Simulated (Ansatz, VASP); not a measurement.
# Ba17Bi26O56 (amorphous 43Bi2O3-57BaO (mol %)): VASP beside Ansatz, part 2 of 2

Wanted: the spread between two codes on one cell, functional and k mesh. Of the first pair: The structure shown is the start of the Ansatz relaxation below; VASP solves that cell, so the two are compared at the walk's first step.

VASP 6.6.1 and Ansatz 0.2.0.

So far. Step 4 (Side by side): The forces differ by 32 meV/Å r.m.s., which is 6.2 % of the r.m.s. force of 0.514 eV/Å (both taken over all components).

**5. Ansatz: relaxation, PBE**

Level of this step: Ansatz beside VASP: Kohn-Sham DFT, plane waves, PBE (Ansatz).

This run makes the geometry at which the two programs are then compared. The cell compared in this pair holds 2154.71 Å³, against 1818.59 Å³ for the pair before.

The structure compared here is the end of the Ansatz relaxation.

Input file input.yaml:

```yaml
crystal:
  lattice:
    - [12.20614, 0.0, 0.0]
    - [0.0, 12.20614, 0.0]
    - [0.0, 0.0, 12.20614]
  atoms:
    - { symbol: Bi, position: [0.10263, 0.35458, 0.94295] }
    - { symbol: Bi, position: [0.13237, 0.95726, 0.68045] }
    - { symbol: Bi, position: [0.14538, 0.34596, 0.2179] }
    - { symbol: Bi, position: [0.27248, 0.53578, 0.90841] }
    - { symbol: Bi, position: [0.90722, 0.72136, 0.54821] }
    - { symbol: Bi, position: [0.66979, 0.14947, 0.76615] }
    - { symbol: Bi, position: [0.59403, 0.88573, 0.6616] }
    - { symbol: Bi, position: [0.47913, 0.94924, 0.91943] }
    - { symbol: Bi, position: [0.35279, 0.76857, 0.66591] }
    - { symbol: Bi, position: [0.144, 0.29359, 0.66327] }
    - { symbol: Bi, position: [0.72835, 0.0577, 0.0289] }
    - { symbol: Bi, position: [0.12771, 0.83545, 0.42375] }
    - { symbol: Bi, position: [0.02778, 0.10421, 0.40482] }
    - { symbol: Bi, position: [0.45785, 0.71343, 0.37213] }
    - { symbol: Bi, position: [0.95819, 0.40978, 0.47094] }
    - { symbol: Bi, position: [0.96463, 0.12625, 0.88123] }
    - { symbol: Bi, position: [0.39014, 0.48028, 0.13773] }
    - { symbol: Bi, position: [0.09825, 0.62522, 0.72411] }
    - { symbol: Bi, position: [0.84949, 0.01901, 0.59633] }
    - { symbol: Bi, position: [0.39031, 0.29986, 0.37089] }
    - { symbol: Bi, position: [0.1745, 0.07031, 0.15029] }
    - { symbol: Bi, position: [0.86142, 0.2879, 0.18525] }
    - { symbol: Bi, position: [0.3269, 0.81495, 0.12723] }
    - { symbol: Bi, position: [0.56085, 0.63044, 0.89194] }
    - { symbol: Bi, position: [0.35983, 0.95972, 0.4015] }
    - { symbol: Bi, position: [0.60504, 0.75196, 0.14655] }
    - { symbol: Ba, position: [0.91082, 0.91258, 0.20887] }
    - { symbol: Ba, position: [0.07792, 0.81963, 0.95815] }
    - { symbol: Ba, position: [0.85664, 0.59043, 0.25799] }
    - { symbol: Ba, position: [0.61048, 0.33854, 0.9817] }
[... 63 atom lines left out ...]
    - { symbol: O, position: [0.82751, 0.35256, 0.35594] }
    - { symbol: O, position: [0.63665, 0.05199, 0.60151] }
    - { symbol: O, position: [0.49469, 0.33812, 0.19862] }
    - { symbol: O, position: [0.96251, 0.76285, 0.36536] }
    - { symbol: O, position: [0.17728, 0.80613, 0.77133] }
    - { symbol: O, position: [0.6638, 0.96236, 0.83337] }
kpoints:
  mp_grid: { grid: [1, 1, 1] }
hamiltonian:
  xc: pbe
scf:
  occupations: { method: gaussian, width: 0.025 }
output:
  forces: true
relax:
  f_tol: 0.05
  max_steps: 150
  cell: {}
```

Launch:

```sh
> ansatz run input.yaml --threads 8 --pin off --max-ram 15872MiB --backend cpu --events-out ev --progress --plain --runs-dir out
```

Numbers of over 12 decimals in the logs are rounded to 6 here.

Output:

```text
[...]
Crystal: 99 atoms, lattice volume = 1818.591 Å³
Basis set: ecut = 420 eV, 35585 PW (Γ), exchange–correlation on 180×180×180 points (8 copies of the dense FFT grid, shifted against one another)
Bands: 547, of which v1, the nominal top of the filled ones, is band 448 counted from 1 (447 counted from 0)
Symmetry: 1 space group operations
[...]
k-points: 1
[...]
- { symbol: O, position: [0.018607, 0.952409, 0.436151] }
    - { symbol: O, position: [0.093875, 0.245601, 0.975494] }
    - { symbol: O, position: [0.588006, 0.844689, -0.00256479] }
    - { symbol: O, position: [0.183205, 0.671657, 0.347002] }
    - { symbol: O, position: [0.612453, 0.643594, 0.373810] }
    - { symbol: O, position: [0.159762, 0.281804, 0.362041] }
[...]
- { symbol: O, position: [0.466807, 0.342539, 0.110637] }
    - { symbol: O, position: [0.848165, 0.758067, 0.396846] }
    - { symbol: O, position: [0.074341, 0.837424, 0.796130] }
    - { symbol: O, position: [0.678031, 0.992445, 0.820783] }
[key lines of the parts left out:]
P = ⅓ Tr σ = -0.0013 GPa (-0.013 kbar)
```

**6. VASP: single point, PBE, relaxed cell, pair 2**

The same cell, functional, mesh and smearing now go to VASP, with its own data sets.

Input file INCAR:

```
SYSTEM = Ba17Bi26O56
PREC = Accurate
ENCUT = 600
EDIFF = 1E-06
NELM = 120
ISMEAR = 0
SIGMA = 0.025
LREAL = Auto
ALGO = Normal
GGA = PE
NBANDS = 520
LORBIT = 11
LWAVE = .FALSE.
LCHARG = .FALSE.
ISIF = 2
LASPH = .TRUE.
GGA_COMPAT = .FALSE.
EFERMI = MIDGAP
NCORE = 2
```

Input file POSCAR:

```
Ba17Bi26O56
1.0
   12.8046720000     -0.0772500000      0.5131040000
   -0.0772500000     12.7056940000      0.0325900000
    0.5131040000      0.0325900000     13.2652490000
Bi Ba O
26 17 56
Direct
    0.0946000000      0.4076000000      0.9108100000
    0.1318800000      0.9818500000      0.7237900000
    0.1440300000      0.3096700000      0.2058200000
    0.2832000000      0.6196400000      0.9215800000
    0.8683200000      0.7093900000      0.5430900000
    0.6746800000      0.1959300000      0.7271100000
    0.6064000000      0.9139100000      0.6607200000
    0.5401000000      0.9788000000      0.9185700000
    0.3903000000      0.6939400000      0.6262300000
    0.1252000000      0.2814200000      0.6786500000
    0.7192500000      0.1034800000      0.1151500000
    0.1501600000      0.7906500000      0.4526400000
    0.1283800000      0.1097000000      0.3925100000
    0.4516400000      0.6503600000      0.3603000000
    0.9018200000      0.3861200000      0.4316300000
    0.9626100000      0.1578400000      0.9181200000
    0.3782500000      0.4786900000      0.1215000000
    0.0914100000      0.6729900000      0.7375400000
    0.8910900000      0.0154400000      0.5245100000
    0.3776400000      0.2679700000      0.4385500000
    0.1418800000      0.0539500000      0.1121900000
    0.8702900000      0.3537500000      0.1411000000
    0.2861100000      0.8382200000      0.1634900000
    0.5958100000      0.5915400000      0.8348200000
    0.3875700000      0.9608200000      0.4361400000
    0.7083500000      0.7878900000      0.0819900000
    0.9301500000      0.8999900000      0.2655500000
    0.0368900000      0.8139100000      0.0030000000
    0.8138100000      0.5994100000      0.2836400000
    0.6070300000      0.3321600000      0.9579500000
[... 63 atom lines left out ...]
    0.7660200000      0.3782700000      0.3552700000
    0.6236100000      0.0815000000      0.6229100000
    0.4668100000      0.3425400000      0.1106400000
    0.8481600000      0.7580700000      0.3968500000
    0.0743400000      0.8374200000      0.7961300000
    0.6780300000      0.9924400000      0.8207800000
```

Input file KPOINTS:

```
Automatic mesh
0
Gamma
1 1 1
0 0 0
```

PAW data sets: Bi_d, Ba_sv and O (PBE family, release 64).

Launch:

```sh
> mpirun -np 8 vasp_gam
```

Output:

```text
[... set-up lines as in an earlier step ...]
 entering main loop
       N       E                     dE             d eps       ncg     rms          rms(c)
DAV:   1     0.166514388392E+05    0.16651E+05   -0.49252E+05  1040   0.225E+03
DAV:   2     0.304369643421E+04   -0.13608E+05   -0.13267E+05  1080   0.639E+02
DAV:   3    -0.250757653779E+03   -0.32945E+04   -0.30886E+04  1176   0.293E+02
DAV:   4    -0.702217136604E+03   -0.45146E+03   -0.44532E+03  1400   0.101E+02
[...]
DAV:  18    -0.576881230731E+03   -0.17017E-04   -0.83891E-05  1176   0.139E-02    0.146E-02
DAV:  19    -0.576881232790E+03   -0.20589E-05   -0.15830E-05  1144   0.856E-03    0.690E-03
DAV:  20    -0.576881233133E+03   -0.34322E-06   -0.58325E-06   936   0.418E-03
   1 F= -.57688123E+03 E0= -.57688123E+03  d E =0.000000E+00
```

From OUTCAR (step 6):

```text
  Total        7.8771485      7.2671764      8.1159973     -0.2533278     -0.4458636     -0.0474138
  in kB        5.8572026      5.4036464      6.0348032     -0.1883667     -0.3315303     -0.0352554
  external PRESSURE =       5.7652174 kB  Pullay stress =       0.0000000 kB

  FREE ENERGIE OF THE ION-ELECTRON SYSTEM (eV)
  ---------------------------------------------------
  free  energy   TOTEN  =      -576.8812331334 eV

  energy  without entropy=     -576.8812331334  energy(sigma->0) =     -576.88123313

[... 3 further parts left out ...]
[key lines of the parts left out:]
E-fermi :   3.9149
```

The run ends at a pressure of 0.58 GPa, with forces up to 0.20 eV/Å.

**7. Comparison**

What differs besides the data sets and the points named for the pairs above, as far as they apply: the cutoff is 420 eV in Ansatz and 600 eV in VASP (PREC = Accurate, projectors in real space). Total energies have different zeros and are not compared.

Compared:

| quantity | Ansatz | VASP | difference |
| --- | --- | --- | --- |
| pressure (GPa) | 0.00 | 0.58 | -0.58 |
| gap on the k mesh (eV) | 2.327 | 2.313 | +0.014 |

Forces on 7 of the 99 atoms, those with the largest forces and the largest differences (eV/Å; atoms numbered as in POSCAR):

```csv
atom,"Ansatz x, y, z","VASP x, y, z"
Ba29,"0.004, -0.001, 0.002","-0.079, -0.108, 0.033"
Ba30,"0.011, 0.001, 0.002","0.080, -0.091, -0.020"
Ba33,"-0.007, 0.006, -0.004","0.098, -0.044, -0.059"
Ba34,"-0.018, -0.001, 0.009","0.197, -0.009, 0.040"
O67,"0.001, 0.005, 0.002","-0.099, 0.096, -0.057"
O74,"0.000, -0.003, 0.005","-0.053, -0.030, 0.138"
O85,"-0.002, 0.000, -0.001","0.001, 0.107, 0.076"
```

The forces differ by 48 meV/Å r.m.s., where the r.m.s. force is 0.005 eV/Å in Ansatz and 0.048 eV/Å in VASP: the atoms lie near their places of rest in Ansatz, so a percentage would say little (all taken over all components). A gap on the mesh is an upper bound, since the band edges may lie between its points; neither run holds spin-orbit coupling, which can move the band edges of a compound of Bi.

**8. Summary of results**

| Quantity | Value |
| --- | --- |
| r.m.s. force difference (single point, PBE, start cell, pair 1) | 6.2 % of the r.m.s. force |
| r.m.s. force difference (single point, PBE, relaxed cell, pair 2) | 48 meV/Å |
| difference in pressure (single point, PBE, relaxed cell, pair 2) | -0.58 GPa |

**Reading.** The r.m.s. force difference is 48 meV/Å (single point, PBE, relaxed cell, pair 2), beyond the 12 meV/Å picked in this series as the mark of a large difference. What causes the difference of the single point, PBE, start cell, pair 1 pair stays open here. What causes the difference of the single point, PBE, relaxed cell, pair 2 pair stays open here. Such differences can come from data sets, numerical settings and the points named under the comparisons, not from the functional's error against experiment.

[Lines on the potential files, build, host, timing and source positions are cut from VASP's logs without a mark.]

[Logs are printed without paths, hosts, clocks, repeated set-up lines and the standing remarks that a program may print on its own settings, such as how far it seeks lower states.]

[Hosts, paths, dates, database ids (printed as entryN), source tags and the programs' standing remarks are cut or masked in the printed files.]
